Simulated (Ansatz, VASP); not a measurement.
One calculation of Zn2As, two programs

```xyz
6
Lattice="5.5503 0.0000 0.0000 0.0000 5.5503 0.0000 0.0000 0.0000 5.5503" Properties=species:S:1:pos:R:3 pbc="T T T"
Zn    1.3876    1.3876    1.3876
Zn    4.1627    4.1627    1.3876
Zn    4.1627    1.3876    4.1627
Zn    1.3876    4.1627    4.1627
As    0.0000    0.0000    0.0000
As    2.7751    2.7751    2.7751
```

Alike in both runs: task relaxation of cell and atoms; functional PBE; k mesh 8 × 8 × 8; occupations gaussian, width 0.1 eV; no spin polarisation.

|  | VASP | Ansatz |
| --- | --- | --- |
| version | VASP 6.6.1 | Ansatz 0.2.0 |
| potentials or method | VASP PAW PBE potentials, release 64 (Zn, As) | scalar-relativistic, plane waves, PAW |
| plane-wave cutoff (eV) | 600 | 420 |
| valence electrons in the cell | 58 | 78 |

|  | VASP | Ansatz | Ansatz less VASP |
| --- | --- | --- | --- |
| gap on the k mesh at the Fermi level, each at its own relaxed structure (eV) | none | none | - |
| relaxed volume (Å³/atom) | 28.59 | 28.50 | -0.094 |
| relaxed cell length with the largest relative difference (Å) | 5.556 | 5.550 | -0.0061 |

A gap of «none» marks a metal or a gap that the smearing closes. The two sets of potentials don't hold the same shells in valence.
